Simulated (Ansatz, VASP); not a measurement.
# Ru (Ruthenium) in two plane-wave programs

One calculation is typed for both programs; each brings its own data sets. How far apart do they land? The cell is taken from a series of runs on this material, whose earlier steps may have relaxed, scaled, displaced or heated it; both programs get it as it stands.

Main program and level: Ansatz 0.2.0; plane waves, with VASP 6.6.1 beside it; zone-centre phonons at PBEsol.

**1. The starting structure**

Symmetry: P6_3/mmc, No. 194, hexagonal system. Conventional cell: a = 2.633 Å, b = 2.633 Å, c = 4.170 Å, α = 90.00°, β = 90.00°, γ = 120.00°. Ru has 12 Ru at 2.58 to 2.63 Å nearest.

**2. Ansatz: zone-centre phonons, PBEsol**

Ansatz runs on its PAW soft_1 files.

Second derivatives magnify differences that forces hide, and they need a tight electronic threshold.

The input, input.yaml:

```yaml
crystal:
  lattice:
    - [2.6333570017, 0.0, 0.0]
    - [-1.3166785009, 2.2805540607, 0.0]
    - [0.0, 0.0, 4.1695680049]
  atoms:
    - { symbol: Ru, position: [0.3333333333, 0.6666666667, 0.25] }
    - { symbol: Ru, position: [0.6666666667, 0.3333333333, 0.75] }
kpoints:
  mp_grid: { grid: [18, 18, 12] }
hamiltonian:
  xc: pbesol
  pseudopotentials: { kind: paw, azcp: { folder: soft_1 }, xc_functional: pbe }
scf:
  occupations: { method: methfessel_paxton, width: 0.2 }
output:
  eigenvalues: true
phonons:
  method: dfpt
```

Started as:

```console
ansatz run input.yaml --threads 4 --pin off --max-ram 10240MiB --backend cpu --events-out ev --progress --plain --runs-dir out
```

Numbers of over 12 decimals in the logs are rounded to 6 here.

Output:

```text
zone centre: on kpoints.mp_grid the ground state, and the responses unless they are solved on pairs of k-points, stand on 637 of the mesh's 3888 k-points, reduced under 4 symmetry operations, with k and −k counted as one. Each operation leaves every solved displacement unchanged or reverses it
Engine: ansatz 0.2.0, aarch64-unknown-linux-gnu
Pseudopotentials: kind: paw
Pseudopotential: Ru, paw, valence charge 16, recommended cutoff 420 eV (normal), soft_1/Ru.paw.azcp
Functional definition: PBEsol
  exchange = pbesol_x
  correlation = pbesol_c
Crystal: 2 atoms, lattice volume = 25.040 Å³
Basis set: ecut = 420 eV, 511 PW (Γ), exchange–correlation on 36×36×60 points (8 copies of the dense FFT grid, shifted against one another)
Bands: 20, of which v1, the nominal top of the filled ones, is band 16 counted from 1 (15 counted from 0)
Symmetry: 24 space group operations
k-points: 637 of 3888 (irreducible under 4 space group operations, time reversal used)
Non-local potential: Ru, projectors of the file, l = 0: 3, l = 1: 2, l = 2: 2, l = 3: 1
PAW form: soft (Blöchl's): semilocal exchange-correlation on the pseudo side does not see the compensation charge
PAW frozen core: Ru, regenerated for the run's functional, and the local potential with it (the file was generated under x = pbe(κ = 0.804, μ = 0.219515), c = pbe(β = 0.066725))
PAW one-centre angular grid: Ru, 590 points (default); XC on 64 Gauss nodes
Initial density: superposition of atomic densities (chi_scale 0.1, normalization cell)
Initial wavefunctions: pseudopotential atomic-orbital guess
Functional: x = pbesol(κ = 0.804, μ = 0.123457), c = pbesol(β = 0.046)
SCF iter   1: F=—  HF=-11634.324667 eV  |F-HF|=—  |Δ(HF+E_count)|=         —  Δρ=1.31e-1  dr2=3.91e0  ethr=3.10e-3  ⟨swp⟩=5.0  Hψ=112016  notcnv=0  defer=54
automatic band count: the SCF goes on with 24 bands, as 20 were too few: they end inside the smearing window of the response
preconditioner: auto → none  [metal: Δε(μ)=0.024 eV  Ē_g=12.393 eV  σ=0.200 eV  W_gap=0.10  n_scr=8 (ndim 8)  ℏωp=29.7 eV  f_vac=0.000  D(μ)=1.39/eV (n_scr^D=22)  sad-step TF]
SCF iter   2: F=—  HF=-11633.400530 eV  |F-HF|=—  |Δ(HF+E_count)|=   9.24e-1  S|Δr|=    0.00e0  Δρ=7.43e-2  dr2=1.25e0  ethr=3.10e-3  ⟨swp⟩=2.8  Hψ=29340  notcnv=0  defer=1847
SCF iter   3: F=—  HF=-11632.977626 eV  |F-HF|=—  |Δ(HF+E_count)|=   4.23e-1  S|Δr|=    0.00e0  Δρ=3.92e-3  dr2=1.59e-3  ethr=3.10e-3  ⟨swp⟩=2.1  Hψ=21868  notcnv=0  defer=1847
SCF iter   4: F=—  HF=-11632.978407 eV  |F-HF|=—  |Δ(HF+E_count)|=   7.81e-4  S|Δr|=    0.00e0  Δρ=3.22e-4  dr2=4.69e-6  ethr=4.97e-6  ⟨swp⟩=2.5  Hψ=29852  notcnv=0  defer=1734
SCF iter   5: F=—  HF=-11632.978415 eV  |F-HF|=—  |Δ(HF+E_count)|=   8.31e-6  S|Δr|=    0.00e0  Δρ=1.03e-4  dr2=1.92e-6  ethr=1.47e-8  ⟨swp⟩=2.0  Hψ=23803  notcnv=0  defer=1734
SCF iter   6: F=—  HF=-11632.978414 eV  |F-HF|=—  |Δ(HF+E_count)|=   1.76e-6  S|Δr|=    0.00e0  Δρ=1.55e-5  dr2=3.06e-8  ethr=6.01e-9  ⟨swp⟩=2.0  Hψ=21263  notcnv=0  defer=1734
SCF iter   7: F=—  HF=-11632.978414 eV  |F-HF|=—  |Δ(HF+E_count)|=   1.15e-8  S|Δr|=    0.00e0  Δρ=2.85e-6  dr2=1.35e-9  ethr=9.57e-11  ⟨swp⟩=2.8  Hψ=25093  notcnv=0  defer=1734
SCF iter   8: F=-11632.978414 eV  HF=-11632.978414 eV  |F-HF|=3.64e-12  |Δ(HF+E_count)|=  4.22e-10  S|Δr|=    0.00e0  Δρ=1.92e-7  dr2=5.03e-12  ethr=1.00e-12  ⟨swp⟩=9.0  Hψ=87021  notcnv=0
SCF 1 converged in 8 iterations: F = -11632.978414 eV  dr2 = 5.03e-12
  greatest PAW one-centre occupation: 1.000 electrons in one spin orbital (limit 2), on the Ru atom at site 1 (counted from 0), in its partial waves of l = 0
DFPT response loops at Γ: preconditioner auto → Kerker (q_TF=auto, 2.842 Å⁻¹) (partly filled bands, converged f_vac=0.000); β = 1.00, the filter's whole step (`scf.mixing.beta` (0.50) is not read by the response loops under this deck's `scf.mixing.preconditioner`; to damp them name `kerker` or `kerker_dos`, under which they read `scf.mixing.beta`, and type it under 1.00, their step now; both keys bind the ground state too); Broyden in place of MSR1
SCF converged after 8 iterations
Stability not checked: this state was not tested for a lower state beside it, because cold or Methfessel-Paxton smearing, or corrected tetrahedra, fill the levels in a way that the test cannot read (fill_not_monotonic; see scf.lower_state_search)
Free energy (F): -11632.978414 eV
Harris-Foulkes:  -11632.978414 eV  (|F-HF|=3.64e-12)
Internal energy: -11632.979056 eV  (E = F + TS)
E sigma→0 (E₀):  -11632.978574 eV
Entropy (-TS):   0.000642 eV (0.321 meV/atom)
Fermi energy:    25.595047 eV
--- Per-component energies (eV) ---
  E_band       = -47.282050
  E_kinetic    = 927.966494
  E_local      = -2371.543503  (includes V_loc(G=0)·N_el)
  E_nonlocal   = 829.104557
  E_hartree    = 787.127564
  E_xc         = -341.146090
  E_vxc        = -432.965598  (∫ρ·V_xc dr)
  E_paw        = -6880.603790  (= ΣΔE_a)
  E_vpaw       = -574.100512  (= ΣTr[D̂ρ^β])
  E_aug_tail   = 0.001257  (compensation charges beyond the density's cutoff)
  E_ewald      = -4584.392138
  E_core_change = 0.506593  (= ΣΔE_core)
  E_smearing   = 0.000642  (= −TS)
  E_closure    = -0.000000  (closes the sum)
  Σ components = -11632.978414   (vs F -11632.978414, Δ=0.00e0)
--- Band table (eV; the first three rows and the last of 637) ---
  k-point 0: bands = [... 12 lower, 22.8379, 23.4197, 23.4197, 24.0232, 24.0232, 26.9333, 26.9347, 26.9347, ... 4 higher]
  k-point 1: bands = [... 12 lower, 22.7935, 23.3661, 23.3661, 24.1486, 24.1486, 26.6560, 26.9435, 26.9435, ... 4 higher]
  k-point 2: bands = [... 12 lower, 22.6708, 23.2209, 23.2209, 24.4664, 24.4664, 25.9384, 26.9512, 26.9512, ... 4 higher]
  k-point 636: bands = [... 12 lower, 22.6478, 22.6478, 24.0660, 24.0660, 27.4832, 27.4832, 31.1707, 31.1707, ... 4 higher]
--- Phonons (Γ-DFPT): 2 representative perturbations + reference, on 637 of 3888 k-points (Σ response iterations 6) ---
  k mesh reduced under 4 symmetry operations, with k and −k counted as one. Each operation leaves every solved displacement unchanged or reverses it
  ASR residual: 9.523e-5 → 0.000e0 eV/Å²; symmetrization residual: 9.642e-10 eV/Å²
  ASR residual per site (eV/Å²): 9.52e-5 9.52e-5
  Γ frequencies (cm⁻¹): 0.00 0.00 0.00 226.67 226.67 316.04
  non-analytic LO–TO correction: not included (Born effective charges unavailable; polar crystals: no LO–TO splitting at Γ)
```

Reading the cycles: dr2 is the Hartree energy of the density residual (eV), the measure of convergence; HF is the Harris–Foulkes estimate of the energy, which meets the free energy F at convergence.

**3. VASP: zone-centre phonons, PBEsol**

The same cell, functional, mesh and smearing now go to VASP, with its own data sets.

Lines of VASP's logs that name or quote its potential files are left out, and so is its time.

The input, INCAR:

```
SYSTEM = Ru
PREC = Accurate
ENCUT = 500
EDIFF = 1E-08
NELM = 120
ISMEAR = 1
SIGMA = 0.2
LREAL = .FALSE.
ALGO = Normal
GGA = PS
NBANDS = 20
LASPH = .TRUE.
LORBIT = 11
LWAVE = .FALSE.
LCHARG = .FALSE.
ISIF = 2
IBRION = 8
GGA_COMPAT = .FALSE.
KPAR = 2
```

The input, POSCAR:

```
Ru
1.0
    2.6333570017      0.0000000000      0.0000000000
   -1.3166785009      2.2805540607      0.0000000000
    0.0000000000      0.0000000000      4.1695680049
Ru
2
Direct
    0.3333333333      0.6666666667      0.2500000000
    0.6666666667      0.3333333333      0.7500000000
```

The input, KPOINTS:

```
Automatic mesh
0
Gamma
18 18 12
0 0 0
```

PAW data sets: Ru_pv (PBE family, release 64).

Started as:

```console
mpirun -np 2 vasp_std
```

Output:

```text
[banner, memory and clock lines left out]
running    2 mpi-ranks, on    1 nodes
 distrk:  each k-point on    1 cores,    2 groups
 distr:  one band on    1 cores,    1 groups

 POSCAR found type information on POSCAR Ru
 POSCAR found :  1 types and       2 ions
|                                                                             |
|               ----> ADVICE to this user running VASP <----                  |
|                                                                             |
|     You enforced a specific xc type in the INCAR file but a different       |
|     [... a line on the potential file left out ...]
|     I HOPE YOU KNOW WHAT YOU ARE DOING!                                     |
|                                                                             |

 LDA part: xc-table for (Slater+PW92), standard interpolation
 POSCAR, INCAR and KPOINTS ok, starting setup
 FFT: planning ... GRIDC
 FFT: planning ... GRID_SOFT
 FFT: planning ... GRID
 WAVECAR not read
 entering main loop
       N       E                     dE             d eps       ncg     rms          rms(c)
DAV:   1     0.280721705268E+03    0.28072E+03   -0.17348E+04 10408   0.154E+03
DAV:   2    -0.158637417365E+02   -0.29659E+03   -0.28824E+03 10644   0.458E+02
DAV:   3    -0.216722586168E+02   -0.58085E+01   -0.57697E+01 11812   0.718E+01
DAV:   4    -0.217173237593E+02   -0.45065E-01   -0.45016E-01 13460   0.599E+00
DAV:   5    -0.217179195307E+02   -0.59577E-03   -0.59388E-03 11608   0.593E-01    0.234E+01
DAV:   6    -0.203401138444E+02    0.13778E+01   -0.29899E+00 12128   0.175E+01    0.716E+00
DAV:   7    -0.202359099853E+02    0.10420E+00   -0.74084E-01 11788   0.649E+00    0.109E+00
DAV:   8    -0.202254698438E+02    0.10440E-01   -0.25318E-02 11700   0.157E+00    0.465E-01
DAV:   9    -0.202245815635E+02    0.88828E-03   -0.12669E-03 11792   0.395E-01    0.385E-02
DAV:  10    -0.202245750635E+02    0.65000E-05   -0.15890E-04 11596   0.130E-01    0.299E-02
DAV:  11    -0.202245738282E+02    0.12353E-05   -0.97021E-06 11676   0.309E-02    0.146E-03
DAV:  12    -0.202245738717E+02   -0.43487E-07   -0.33919E-07 11728   0.535E-03    0.159E-03
DAV:  13    -0.202245738952E+02   -0.23495E-07   -0.39310E-09  7556   0.650E-04    0.409E-04
DAV:  14    -0.202245739006E+02   -0.54274E-08   -0.86386E-10  6696   0.268E-04
   1 F= -.20224574E+02 E0= -.20224786E+02  d E =0.637200E-03
 Linear response reoptimize wavefunctions to high precision
DAV:   1    -0.202245738990E+02    0.15561E-08   -0.20207E-10  6652   0.160E-04
DAV:   2    -0.202245738990E+02   -0.12278E-10   -0.13492E-11  6220   0.422E-05
 Linear response DOF=           2
 Linear response progress:
  Degree of freedom:   1/  2
       N       E                     dE             d eps       ncg     rms          rms(c)
RMM:   1    -0.509834640829E+00   -0.50983E+00    0.28436E+00 46368   0.593E+01
RMM:   2    -0.611116791434E+00   -0.10128E+00   -0.11109E-01 63555   0.282E+00    0.155E-01
RMM:   3    -0.609521125473E+00    0.15957E-02   -0.34745E-03 72993   0.504E-01    0.694E-02
RMM:   4    -0.608120899900E+00    0.14002E-02   -0.49855E-04 73521   0.179E-01    0.265E-02
RMM:   5    -0.607887106697E+00    0.23379E-03   -0.55987E-05 88493   0.455E-02    0.989E-03
RMM:   6    -0.607787715111E+00    0.99392E-04   -0.41658E-05 78707   0.118E-02    0.394E-03
RMM:   7    -0.607787126826E+00    0.58829E-06   -0.37810E-05 78866   0.603E-03    0.736E-04
RMM:   8    -0.607809014260E+00   -0.21887E-04   -0.26001E-05 92719   0.221E-03    0.315E-04
RMM:   9    -0.607815442619E+00   -0.64284E-05   -0.14092E-05 87535   0.933E-04    0.607E-05
RMM:  10    -0.607815995499E+00   -0.55288E-06   -0.81027E-06101969   0.457E-04    0.188E-05
RMM:  11    -0.607816269875E+00   -0.27438E-06   -0.42357E-06 84178   0.250E-04    0.815E-06
RMM:  12    -0.607816208865E+00    0.61010E-07   -0.24089E-06 91027   0.158E-04    0.307E-06
RMM:  13    -0.607816178995E+00    0.29870E-07   -0.14555E-06 93039   0.107E-04    0.182E-06
RMM:  14    -0.607816230629E+00   -0.51634E-07   -0.89157E-07 83434   0.842E-05    0.405E-07
RMM:  15    -0.607816227201E+00    0.34283E-08   -0.47681E-07 81151   0.660E-05    0.492E-07
RMM:  16    -0.607816236149E+00   -0.89487E-08   -0.28281E-07 71712   0.574E-05    0.277E-07
RMM:  17    -0.607816248805E+00   -0.12656E-07   -0.17728E-07 72936   0.524E-05    0.137E-07
RMM:  18    -0.607816245058E+00    0.37473E-08   -0.11220E-07 48914   0.486E-05    0.177E-07
RMM:  19    -0.607816247139E+00   -0.20814E-08   -0.62533E-08 47085   0.467E-05    0.124E-07
 first order change of Fermi-energy  -0.22041E-05
 force on displaced ion       1 direction 1 :  -9.554   0.001   0.000
 Linear response progress:
  Degree of freedom:   2/  2
       N       E                     dE             d eps       ncg     rms          rms(c)
RMM:   1    -0.632164840550E+00   -0.63216E+00    0.34364E+00 15980   0.602E+01
RMM:   2    -0.746627696479E+00   -0.11446E+00   -0.12754E-01 22035   0.297E+00    0.154E-01
RMM:   3    -0.746302814246E+00    0.32488E-03   -0.14977E-03 25366   0.470E-01    0.777E-02
RMM:   4    -0.745610113944E+00    0.69270E-03   -0.32598E-04 24929   0.171E-01    0.232E-02
RMM:   5    -0.745453409236E+00    0.15670E-03    0.17124E-04 29744   0.538E-02    0.143E-02
RMM:   6    -0.745359228226E+00    0.94181E-04    0.69729E-05 26771   0.158E-02    0.723E-03
RMM:   7    -0.745341590695E+00    0.17638E-04    0.11719E-05 26053   0.913E-03    0.267E-03
RMM:   8    -0.745335797575E+00    0.57931E-05    0.28519E-05 28541   0.401E-03    0.692E-04
RMM:   9    -0.745344872838E+00   -0.90753E-05    0.10266E-05 28108   0.178E-03    0.111E-04
RMM:  10    -0.745345348555E+00   -0.47572E-06    0.14024E-05 28787   0.744E-04    0.435E-05
RMM:  11    -0.745347393246E+00   -0.20447E-05    0.25434E-06 31047   0.341E-04    0.124E-05
RMM:  12    -0.745347609768E+00   -0.21652E-06    0.28793E-06 28761   0.210E-04    0.450E-06
RMM:  13    -0.745347744117E+00   -0.13435E-06    0.21400E-06 32784   0.131E-04    0.164E-06
RMM:  14    -0.745347895813E+00   -0.15170E-06    0.11149E-06 31002   0.911E-05    0.778E-07
RMM:  15    -0.745347906743E+00   -0.10930E-07    0.10895E-06 28075   0.694E-05    0.997E-07
RMM:  16    -0.745348020434E+00   -0.11369E-06    0.27146E-07 28355   0.595E-05    0.336E-07
RMM:  17    -0.745348013819E+00    0.66150E-08    0.49452E-07 27017   0.507E-05    0.252E-07
RMM:  18    -0.745348055716E+00   -0.41897E-07    0.13958E-07 18955   0.458E-05    0.283E-07
RMM:  19    -0.745348056402E+00   -0.68552E-09    0.19699E-07 22601   0.432E-05    0.202E-07
RMM:  20    -0.745348077396E+00   -0.20995E-07    0.44221E-08 22640   0.414E-05    0.289E-08
 first order change of Fermi-energy   0.92123E-04
 force on displaced ion       1 direction 3 :   0.000  -0.000 -18.702
 Linear response finished
```

(Continued in part 2 of 2.)

[Lines on the potential files, build, host, timing and source positions are cut from VASP's logs without a mark.]

[Logs are printed without paths, hosts, clocks, repeated set-up lines and the standing remarks that a program may print on its own settings, such as how far it seeks lower states.]

[Hosts, paths, dates, database ids (printed as entryN), source tags and the programs' standing remarks are cut or masked in the printed files.]
